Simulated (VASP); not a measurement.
These are r2SCAN+rVV10, VASP's PBE PAW potentials (set 64) (plane waves; VASP 6.6.1) values and carry that method's errors.

Input for VASP

### KPOINTS_OPT
```
k-points along high-symmetry lines
10
Line-mode
Reciprocal
  0.000000   0.000000   0.000000 ! GAMMA
  0.500000   0.000000   0.500000 ! X

  0.500000   0.000000   0.500000 ! X
  0.625000   0.250000   0.625000 ! U

  0.375000   0.375000   0.750000 ! K
  0.000000   0.000000   0.000000 ! GAMMA

  0.000000   0.000000   0.000000 ! GAMMA
  0.500000   0.500000   0.500000 ! L

  0.500000   0.500000   0.500000 ! L
  0.500000   0.250000   0.750000 ! W

  0.500000   0.250000   0.750000 ! W
  0.500000   0.000000   0.500000 ! X
```

INCAR:
```
# general
SYSTEM    =  KF
PREC      =  Accurate
ENCUT     =  520
LREAL     =  .False.
LASPH     =  .True.

# electronic loop
EDIFF     =  1E-7
NELM      =  100
ALGO      =  Normal
LMIXTAU   =  .True.

# smearing
ISMEAR    =  -5

# functional
METAGGA   =  R2SCAN
LUSE_VDW  =  .True.
BPARAM    =  11.95
CPARAM    =  0.0093

# ions
ISIF      =  2

# output
LWAVE     =  .False.
LCHARG    =  .False.
LORBIT    =  11
NEDOS     =  601
```

KPOINTS:
```
Automatic mesh
0
gamma
10 10 10
0 0 0
```

File POSCAR:
```
KF
5.2815470
  0.0000000000   0.5000000036   0.5000000036
  0.5000000036   0.0000000000   0.5000000036
  0.5000000036   0.5000000036   0.0000000000
K F
1 1
Cartesian
  0.0000000000   0.0000000000   0.0000000000
  0.5000000036   0.5000000036   0.5000000036
```

POTCAR, in this order: K_sv F (PBE.64 set). Program: vasp_std.

Q: Predict the energy per atom (σ→0), band gap (over mesh and band path).

A: 
```json
{
  "energy per atom (σ→0)": "-7.220 eV/atom",
  "band gap (over mesh and band path)": "6.91 eV"
}
```

File OSZICAR:
```
...
DAV:  23    -0.144395791876E+02   -0.73215E-06   -0.33758E-07  1184   0.702E-03    0.108E-03
DAV:  24    -0.144395789262E+02    0.26143E-06   -0.33607E-08   848   0.216E-03    0.560E-04
DAV:  25    -0.144395790713E+02   -0.14507E-06   -0.16641E-08   676   0.137E-03    0.383E-04
DAV:  26    -0.144395789360E+02    0.13531E-06   -0.63610E-09   660   0.118E-03    0.109E-04
DAV:  27    -0.144395789291E+02    0.68510E-08   -0.14978E-09   640   0.548E-04
   1 F= -.14439579E+02 E0= -.14439579E+02  d E =0.000000E+00
       N       E                     dE             ncg
       N       E                     dE             ncg
```

The compound is KF in the rock salt structure. It was relaxed first.
